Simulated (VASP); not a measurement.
Consider the following.

```
GaSb
1.0
    0.00000     2.99209     2.99209
    2.99209     0.00000     2.99209
    2.99209     2.99209     0.00000
Ga Sb
1 1
Direct
  0.00000   0.00000   0.00000
  0.25000   0.25000   0.25000
```

Computed with MS2 meta-GGA, VASP's PBE PAW potentials (set 64) (plane waves; VASP). Numerical set-up: 520 eV cut-off, 8×8×8 Γ-centred mesh, Gaussian smearing of 0.050 eV, potentials Ga_d Sb.

Question: Give the stress tensor in GPa (positive for a compressed cell).

Answer: 
```
3.56  0.00  0.00
0.00  3.56  0.00
0.00  0.00  3.56
```
The pressure is its mean diagonal, 3.56 GPa.

The compound is GaSb in the zinc blende structure. This cell is one point of a volume scan, at 0.94 of the reference volume.
